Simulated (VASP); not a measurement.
Output of a VASP run:

File OSZICAR:
```
...
DAV:   3    -0.385768053042E+02    0.28283E-03   -0.82774E-04  1104   0.195E-01    0.143E-02
DAV:   4    -0.385768021166E+02    0.31876E-05   -0.19120E-05  1316   0.362E-02    0.938E-03
DAV:   5    -0.385767984260E+02    0.36906E-05   -0.53027E-06  1204   0.186E-02    0.208E-03
DAV:   6    -0.385768019928E+02   -0.35668E-05   -0.96403E-07   740   0.763E-03    0.175E-03
DAV:   7    -0.385768105183E+02   -0.85255E-05   -0.13003E-06  1060   0.540E-03    0.662E-04
DAV:   8    -0.385768149573E+02   -0.44391E-05   -0.46254E-07   788   0.328E-03    0.647E-04
DAV:   9    -0.385768184976E+02   -0.35403E-05   -0.14654E-07   784   0.211E-03    0.240E-04
DAV:  10    -0.385768210752E+02   -0.25776E-05   -0.73833E-08   780   0.163E-03    0.405E-04
DAV:  11    -0.385768215785E+02   -0.50330E-06   -0.14763E-08   776   0.884E-04
  10 F= -.38576822E+02 E0= -.38576890E+02  d E =-.420267E-03
       N       E                     dE             d eps       ncg     rms          rms(c)
DAV:   1    -0.385804744571E+02   -0.36534E-02   -0.24267E-01  1084   0.415E+00    0.223E-01
DAV:   2    -0.385783766776E+02    0.20978E-02   -0.49722E-03  1048   0.574E-01    0.131E-01
DAV:   3    -0.385772907247E+02    0.10860E-02   -0.32770E-03  1092   0.388E-01    0.283E-02
DAV:   4    -0.385772779669E+02    0.12758E-04   -0.74061E-05  1328   0.712E-02    0.186E-02
DAV:   5    -0.385772603538E+02    0.17613E-04   -0.18910E-05  1180   0.359E-02    0.391E-03
DAV:   6    -0.385772637282E+02   -0.33743E-05   -0.36388E-06  1272   0.142E-02    0.369E-03
DAV:   7    -0.385772780677E+02   -0.14340E-04   -0.25624E-06  1096   0.850E-03    0.143E-03
DAV:   8    -0.385772860135E+02   -0.79457E-05   -0.17492E-06  1148   0.697E-03    0.128E-03
DAV:   9    -0.385772947209E+02   -0.87074E-05   -0.48370E-07   776   0.418E-03    0.550E-04
DAV:  10    -0.385772979939E+02   -0.32730E-05   -0.96551E-08   792   0.195E-03    0.569E-04
DAV:  11    -0.385773009560E+02   -0.29621E-05   -0.82292E-08   776   0.169E-03    0.184E-04
DAV:  12    -0.385773021757E+02   -0.12197E-05   -0.20324E-08   796   0.977E-04    0.268E-04
DAV:  13    -0.385773025576E+02   -0.38193E-06   -0.71631E-09   764   0.510E-04
  11 F= -.38577303E+02 E0= -.38577371E+02  d E =-.901246E-03
       N       E                     dE             d eps       ncg     rms          rms(c)
DAV:   1    -0.385902638853E+02   -0.12962E-01   -0.96319E-01  1096   0.827E+00    0.441E-01
DAV:   2    -0.385820564803E+02    0.82074E-02   -0.19699E-02  1056   0.114E+00    0.262E-01
DAV:   3    -0.385777890341E+02    0.42674E-02   -0.12894E-02  1104   0.768E-01    0.553E-02
DAV:   4    -0.385777397458E+02    0.49288E-04   -0.28309E-04  1324   0.139E-01    0.365E-02
DAV:   5    -0.385776658647E+02    0.73881E-04   -0.72489E-05  1168   0.707E-02    0.776E-03
DAV:   6    -0.385776574544E+02    0.84103E-05   -0.14020E-05  1364   0.283E-02    0.734E-03
DAV:   7    -0.385776765849E+02   -0.19131E-04   -0.82527E-06  1112   0.161E-02    0.274E-03
DAV:   8    -0.385776982114E+02   -0.21627E-04   -0.60210E-06  1132   0.136E-02    0.256E-03
DAV:   9    -0.385777204143E+02   -0.22203E-04   -0.15127E-06  1036   0.782E-03    0.108E-03
DAV:  10    -0.385777285028E+02   -0.80885E-05   -0.16987E-07   800   0.310E-03    0.111E-03
DAV:  11    -0.385777347107E+02   -0.62078E-05   -0.29726E-07   784   0.318E-03    0.409E-04
DAV:  12    -0.385777386664E+02   -0.39558E-05   -0.84957E-08   788   0.176E-03    0.572E-04
DAV:  13    -0.385777394227E+02   -0.75626E-06   -0.26485E-08   804   0.985E-04
  12 F= -.38577739E+02 E0= -.38577808E+02  d E =-.133811E-02
```

OUTCAR:
```
------------------------ aborting loop because EDIFF is reached ----------------------------------------
  FORCE on cell =-STRESS in cart. coord.  units (eV):
  Direction    XX          YY          ZZ          XY          YZ          ZX
  --------------------------------------------------------------------------------------
  Total       -0.0197852     -0.0197852      0.0023724      0.0000000      0.0000000     -0.0000000
  in kB       -0.2420501     -0.2420502      0.0290242      0.0000000      0.0000000     -0.0000000
  external PRESSURE =      -0.1516920 kB  Pullay stress =       0.0000000 kB
  volume of cell :      130.96
      direct lattice vectors                 reciprocal lattice vectors
     2.460967427 -0.000000000  0.000000000     0.406344265  0.234602924  0.000000000
    -1.230483714  2.131260735 -0.000000000    -0.000000000  0.469205848  0.000000000
     0.000000000 -0.000000000 24.969148467    -0.000000000  0.000000000  0.040049423
 POSITION                                       TOTAL-FORCE (eV/Angst)
 -----------------------------------------------------------------------------------
      0.00000     -0.00000     14.26963        -0.000000      0.000000      0.009418
      0.00000     -0.00000     10.69952         0.000000     -0.000000     -0.009418
     -0.00000      1.42084     10.69907         0.000000     -0.000000      0.000967
      1.23048      0.71042     14.27008        -0.000000      0.000000     -0.000967
 -----------------------------------------------------------------------------------
    total drift:                                0.000000      0.000000      0.000000
  FREE ENERGIE OF THE ION-ELECTRON SYSTEM (eV)
  ---------------------------------------------------
  free  energy   TOTEN  =       -38.5777394227 eV

  energy  without entropy=      -38.5779452657  energy(sigma->0) =      -38.57780804

 reached required accuracy - stopping structural energy minimisation
```
(Selected blocks of OUTCAR.)

File POSCAR:
```
C
1
    2.4614117580     0.0000000000     0.0000000000
   -1.2307058790     2.1316455367    -0.0000000000
   -0.0000000000     0.0000000000    24.1489486084
C
4
Direct
  0.0000000000   0.0000000000   0.5704778370
  0.0000000000   0.0000000000   0.4295221630
  0.3333330000   0.6666670000   0.4294881148
  0.6666670000   0.3333330000   0.5705118852
```

Task: Write an INCAR and KPOINTS that could have produced this output.

Result: Several could match; the one computed here: the input of the run itself, PBEsol GGA, plane waves, VASP's PBE PAW potentials (set 64).

### INCAR
```
EDIFF = 1E-6
ALGO = Normal
EDIFFG = -0.02
PREC = Accurate
IBRION = 2
ISMEAR = 1   # Methfessel-Paxton
LASPH = T
LCHARG = F
ENCUT = 520   # plane-wave cut-off (eV)
NSW = 60
LREAL = F   # projection in real space or not
NELM = 100   # most electronic steps
GGA = PS   # PBEsol
LWAVE = F
SIGMA = 0.1
SYSTEM = C
ISIF = 3
```

**KPOINTS**
```
Automatic mesh
0
Gamma
 13 13 2
0 0 0
```

POTCAR, in this order: C (PBE.64 set). Program: vasp_std.

The cell holds a wide vacuum, so values per volume refer to the whole cell. Energy and stress use the plane-wave basis of the starting cell.

The cell is a sheet with vacuum, built from a database entry that may be metastable or hypothetical.
